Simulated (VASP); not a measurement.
The system is ZnGa3Bi.

```
CELL_PARAMETERS angstrom
4.71139 0.00000 0.00000
0.00000 4.71139 0.00000
0.00000 0.00000 4.71139
ATOMIC_POSITIONS crystal
Zn 0.50000 0.50000 0.50000
Ga 0.50000 0.50000 0.00000
Ga 0.00000 0.50000 0.50000
Ga 0.50000 0.00000 0.50000
Bi 0.00000 0.00000 0.00000
```

The cell was built by a generator and needn't be a form met in nature.

* Program: VASP 6.6.1
* Task: relaxation of cell and atoms
* Functional: r2SCAN
* Potentials or basis: VASP PAW PBE potentials, release 64 (Zn, Ga_d, Bi_d)
* Cutoff: 600 eV
* k mesh: 6 × 6 × 6
* Occupations: methfessel-paxton, width 0.1 eV
* Spin: no spin polarisation

At the start: pressure 6.0 GPa; volume 20.92 Å³/atom.

**Question.** How do energy, volume and symmetry change on relaxing?

**Answer.** Over 3 steps the energy falls by 35.7 meV/atom and the volume is 23.02 Å³/atom (+10.0 %); space group Pm-3m (No. 221, to 0.05 Å).

Step by step:
```csv
step,energy change (eV),largest force (eV/Å),pressure (GPa),volume (Å³)
1,0.0000,0.0000,6.01,104.58
2,-0.1746,0.0000,-0.70,116.90
3,-0.1787,0.0000,0.02,115.09
```

Final structure:
```yaml
crystal:
  lattice:
    - [4.86417, 0.00000, 0.00000]
    - [0.00000, 4.86417, 0.00000]
    - [0.00000, 0.00000, 4.86417]
  atoms:
    - { symbol: Zn, position: [0.50000, 0.50000, 0.50000] }
    - { symbol: Ga, position: [0.50000, 0.50000, 0.00000] }
    - { symbol: Ga, position: [0.00000, 0.50000, 0.50000] }
    - { symbol: Ga, position: [0.50000, 0.00000, 0.50000] }
    - { symbol: Bi, position: [0.00000, 0.00000, 0.00000] }
```

Caveat: the PAW data sets were made with another functional, which shifts forces and pressure a little.
